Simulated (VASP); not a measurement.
Consider the following.

```
BaGaH5
1.0
    4.98193     0.00000    -0.00097
    0.00000     4.56399     0.00000
   -0.02448     0.00000     8.53043
Ba Ga H
2 2 10
Direct
  0.24556   0.24244   0.33854
  0.75444   0.74244   0.66146
  0.74317   0.83006   0.14215
  0.25683   0.33006   0.85785
  0.74413   0.17738   0.15635
  0.25587   0.67738   0.84365
  0.99043   0.72692   0.24788
  0.00957   0.22692   0.75212
  0.47648   0.72790   0.22860
  0.52352   0.22790   0.77140
  0.76090   0.70500   0.97250
  0.23910   0.20500   0.02750
  0.74641   0.23878   0.48264
  0.25359   0.73878   0.51736
```

Method: r2SCAN meta-GGA, VASP's PBE PAW potentials (set 64) (plane waves; VASP 6.6.1). Run with LREAL = Auto, 400 eV cut-off, 5×6×3 Γ-centred mesh, tetrahedra with Blöchl corrections, potentials Ba_sv Ga_d H.

Unless said otherwise, spin-orbit coupling is left out, though it shifts the bands of the heavy elements here.

Q: What does the run give for the energy per atom (σ→0), band gap (over mesh and band path) with the smallest direct gap where there is one?

A: 
```json
{
 "band gap (over mesh and band path)": "3.58 eV",
 "smallest direct gap (over mesh and band path)": "3.94 eV",
 "energy per atom (σ→0)": "-8.202 eV/atom"
}
```

The structure comes from a computed database's BaGaH5 entry (P2_1); how it stands against other phases isn't given here. It was relaxed first.
